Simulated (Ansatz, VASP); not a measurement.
## SiTe5: VASP beside Ansatz

```
CELL_PARAMETERS angstrom
6.47292 0.00000 0.00000
-3.23646 5.60571 0.00000
0.00000 0.00000 5.32755
ATOMIC_POSITIONS crystal
Si 0.00000 0.00000 0.00000
Te 0.33333 0.66667 0.00000
Te 0.66667 0.33333 0.00000
Te 0.50000 0.00000 0.50000
Te 0.50000 0.50000 0.50000
Te 0.00000 0.50000 0.50000
```

Change from the starting cell: species swapped into the CeIr5 type (P6/mmm, No. 191).

Alike in both runs: task single point; functional PBE; k mesh 3 × 3 × 4; occupations gaussian, width 0.1 eV; no spin polarisation.

|  | VASP | Ansatz |
| --- | --- | --- |
| version | VASP 6.6.1 | Ansatz 0.2.0 |
| potentials or method | VASP PAW PBE potentials, release 64 (Si, Te) | scalar-relativistic, plane waves, PAW |
| plane-wave cutoff (eV) | 520 | 420 |
| valence electrons in the cell | 34 | 84 |

```tsv
	VASP	Ansatz	Ansatz less VASP
gap on the k mesh at the Fermi level (eV)	none	none	-
pressure (GPa)	-0.8	-0.8	+0.06
largest component of the traceless stress (GPa)	1.83	1.83	-0.009
```

A gap of «none» marks a metal or a gap that the smearing closes. The functional is the same, so the differences come from potentials, cutoffs and numerics. The two sets of potentials don't hold the same shells in valence.

Caveats: the k mesh is coarse (spacing up to 0.37 Å⁻¹), so the values aren't converged. Spin-orbit coupling is left out, which matters for the levels of Te.
